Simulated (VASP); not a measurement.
## AlRu (relaxed from the CuPt structure, space group R-3m): computed properties

Method: PBEsol GGA, VASP's PBE PAW potentials (set 64) (plane waves; VASP).

```yaml
space_group: R-3m (166)
cell: a = 2.845 Å, b = 2.845 Å, c = 11.775 Å, α = 90.00°, β = 90.00°, γ = 120.00°
volume_per_atom: 13.76 Å³/atom
band gap (over mesh and band path): none (metal, semimetal or under 0.01 eV)
density: 7.73 g/cm³
```

AlRu is taken in the trigonal space group R-3m, hexagonal axes (No. 166), Pearson symbol hR2. Lattice parameters: a = b = 2.845 Å, c = 11.775 Å, α = β = 90.00°, γ = 120.00°. Al on 3a has 6 Ru at 2.559 Å. Ru on 3b has 6 Al at 2.559 Å and 6 Ru at 2.845 Å (cuboctahedral). (Neighbours: up to the widest gap in distance over summed covalent radii, below 1.35, at either atom.)
(The calculation used a cell of 2 atoms; values per cell refer to that cell.)

The structure was generated: AlRu was put into the CuPt type (R-3m), which need not be its known phase. It was relaxed first, which changed the volume by +7 %. Symmetry was kept, so distortions that lower it aren't found. The electron count is odd and the run is not spin-polarised, which forces a metal.
